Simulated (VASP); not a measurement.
Data:

```
CELL_PARAMETERS angstrom
      1.45810    -2.52551     0.00000
      1.45810     2.52551     0.00000
      0.00000     0.00000     2.84394
ATOMIC_POSITIONS crystal
  W  0.00000 0.00000 0.00000
  C  0.33333 0.66667 0.50000
```

These are rev-vdW-DF2, VASP's PBE PAW potentials (set 64) (plane waves; VASP) values and carry that method's errors. Numerical set-up: 520 eV cut-off, Gaussian smearing of 0.050 eV, potentials W_sv C.

Give the energies of bands 6 to 12 at the high-symmetry points, in eV from the Fermi level.

| band | Γ | M | K | A | L | H |
|---|---|---|---|---|---|---|
| 6 | -4.20 | -6.90 | -6.44 | -8.50 | -6.32 | -7.06 |
| 7 | -3.25 | -3.52 | -4.44 | -1.95 | -4.22 | -5.27 |
| 8 | -3.25 | -3.47 | -3.36 | -1.95 | -4.08 | -1.54 |
| 9 | 0.15 | -0.41 | 0.66 | -0.54 | 0.32 | -0.62 |
| 10 | 3.21 | 2.34 | 0.99 | -0.54 | 4.37 | 4.35 |
| 11 | 3.21 | 4.48 | 2.06 | 3.65 | 5.24 | 6.31 |
| 12 | 5.59 | 4.82 | 3.23 | 4.54 | 6.61 | 7.49 |

It has no gap at this level: it comes out as a metal or semimetal.

The compound is WC in the wc structure. It was relaxed first.
